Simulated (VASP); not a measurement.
```
CELL_PARAMETERS angstrom
      4.51498     0.00000     0.00000
      0.00000     4.51498     0.00000
      0.00000     0.00000     3.18077
ATOMIC_POSITIONS crystal
  Ir 0.00000 0.00000 0.00000
  Ir 0.50000 0.50000 0.50000
  O  0.30845 0.30845 0.00000
  O  0.80845 0.19155 0.50000
  O  0.19155 0.80845 0.50000
  O  0.69155 0.69155 0.00000
```

Level of theory: PBE GGA with D3 dispersion (Becke-Johnson damping), VASP's PBE PAW potentials (set 64) (plane waves; VASP). Settings: 520 eV cut-off, Gaussian smearing of 0.050 eV, potentials Ir O.

Give the energies of bands 11 to 24 at the high-symmetry points, in eV from the Fermi level.

```csv
band,Γ,X,M,Z,R,A
11,-4.80,-6.05,-5.10,-5.62,-5.36,-5.59
12,-4.80,-6.05,-5.10,-5.62,-5.36,-5.59
13,-3.52,-5.13,-4.26,-5.41,-5.01,-4.25
14,-2.84,-5.13,-4.26,-5.41,-5.01,-4.25
15,-2.84,-3.05,-3.50,-3.91,-3.26,-3.17
16,-2.55,-3.05,-3.50,-3.91,-3.26,-3.17
17,-2.39,-1.61,-2.46,-1.89,-2.71,-1.80
18,-2.39,-1.61,-2.46,-1.89,-2.71,-1.80
19,-2.32,-1.28,-2.35,-0.67,-1.77,-1.18
20,-2.24,-1.28,-2.35,-0.67,-1.77,-1.18
21,-2.16,-0.29,0.20,0.26,0.53,-0.47
22,0.71,-0.29,0.20,0.26,0.53,-0.47
23,1.22,3.52,2.44,2.21,1.07,2.16
24,4.09,3.53,2.44,2.21,1.07,2.16
```

It has no gap at this level: it comes out as a metal or semimetal.

The compound is IrO2 in the rutile structure. It was relaxed first.
